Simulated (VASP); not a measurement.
A convergence study with VASP on SiO$_{2}$ (rutile): one setting is varied, all else stays as given below, so the limit is that of these other settings. Each run relaxes cell and ions from the cell shown. The basis is that of the starting cell, so low cut-offs carry a Pulay error.

```yaml
crystal:
  lattice:
    - [4.18000, 0.00000, 0.00000]
    - [0.00000, 4.18000, 0.00000]
    - [0.00000, 0.00000, 2.67000]
  atoms:
    - { symbol: Si, position: [0.00000, 0.00000, 0.00000] }
    - { symbol: Si, position: [0.50000, 0.50000, 0.50000] }
    - { symbol: O, position: [0.30600, 0.30600, 0.00000] }
    - { symbol: O, position: [0.80600, 0.19400, 0.50000] }
    - { symbol: O, position: [0.19400, 0.80600, 0.50000] }
    - { symbol: O, position: [0.69400, 0.69400, 0.00000] }
```

Level of theory: LDA (Ceperley-Alder, Perdew-Zunger), VASP's LDA PAW potentials (set 64) (plane waves; VASP). The tightest run used: 800 eV cut-off, 5×5×7 Γ-centred mesh, Gaussian smearing of 0.050 eV, potentials Si O.

Gaps are read on the run's mesh, which can miss a band edge.

| setting | relaxed volume (Å³/atom) | E (eV/atom) | gap on the mesh (eV) | plane waves |
|---|---|---|---|---|
| ENCUT = 250 | 6.331 | -9.6476 | 6.932 | 439 |
| ENCUT = 300 | 6.892 | -9.0029 | 6.675 | 564 |
| ENCUT = 350 | 7.272 | -8.7436 | 6.535 | 706 |
| ENCUT = 400 | 7.525 | -8.6831 | 6.084 | 866 |

Q: These are the cheaper rows. Estimate the results at ENCUT = 800, and how far the last row shown lies from them.

A: 
| quantity | tightest run | last row shown is off by |
|---|---|---|
| relaxed volume (Å³/atom) | 7.678 | -0.153 |
| E (eV/atom) | -8.6693 | -0.0138 |
| gap on the mesh (eV) | 5.762 | 0.322 |

Left out are rungs that failed or repeat a setting and relaxations that didn't move; long series are thinned to 24 rows.

The compound is SiO2 in the rutile structure, stishovite, a high-pressure form.
